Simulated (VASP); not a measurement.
Input:

```
CELL_PARAMETERS angstrom
      3.97847     0.00000     0.00000
      0.00000     3.97847     0.00000
      0.00000     0.00000     3.97847
ATOMIC_POSITIONS crystal
  K  0.49854 0.49879 0.49919
  Mg 0.00350 0.00138 0.99130
  F  0.99627 0.50010 0.99601
  F  0.50062 0.99859 0.00705
  F  0.00108 0.00114 0.50644
```

Level of theory: PBEsol GGA, VASP's PBE PAW potentials (set 64) (plane waves; VASP). Numerical set-up: 400 eV cut-off, 6×6×6 Γ-centred mesh, Gaussian smearing of 0.010 eV, potentials K_sv Mg F.

At this cut-off the stress carries a Pulay error, which pulls relaxed volumes low. Energy and stress use the plane-wave basis of the starting cell.

Question: The ions, cell shape and volume are relaxed. Which structure does the run end with?

Answer: 
```
CELL_PARAMETERS angstrom
      3.89634    -0.00001     0.00007
     -0.00001     3.89647    -0.00001
      0.00007    -0.00001     3.89814
ATOMIC_POSITIONS crystal
  K  0.50007 0.50005 0.50003
  Mg 0.99983 0.99994 0.00018
  F  0.99997 0.49996 0.99952
  F  0.49988 0.99995 0.00018
  F  0.00025 0.00010 0.50009
```
Space group Pm-3m (221), at a tolerance of 0.03 Å.

Question: How do energy and volume change from the first to the last step?

Answer: The energy (σ→0) changes by -23.2 meV/atom and the volume by -6.0 %, in 12 ionic steps.

| step | E(σ→0) (eV) | max force (eV/Å) | pressure (GPa) | volume (Å³) |
|---|---|---|---|---|
| 1 | -25.3050 | 0.536 | -7.87 | 62.97 |
| 2 | -25.3976 | 0.152 | 4.07 | 57.50 |
| 3 | -25.4155 | 0.296 | 0.40 | 59.01 |
| 4 | -25.4196 | 0.087 | 0.10 | 59.13 |
| 5 | -25.4196 | 0.088 | 0.11 | 59.13 |
| 6 | -25.4201 | 0.069 | -0.09 | 59.21 |
| 7 | -25.4206 | 0.035 | -0.37 | 59.34 |
| 8 | -25.4209 | 0.025 | -0.08 | 59.21 |
| 9 | -25.4210 | 0.027 | 0.07 | 59.14 |
| 10 | -25.4210 | 0.021 | 0.05 | 59.15 |
| 11 | -25.4211 | 0.025 | 0.02 | 59.16 |
| 12 | -25.4212 | 0.007 | -0.02 | 59.18 |

The structure comes from a computed database's KMgF3 entry; how it stands against other phases isn't given here. In the starting cell atoms are displaced from their ideal sites. This run relaxes it. The run is one of a series of settings (EDIFFG = -0.01, IBRION = 2, ISIF = 3, NSW = 50 against the base run), some of them coarse on purpose.
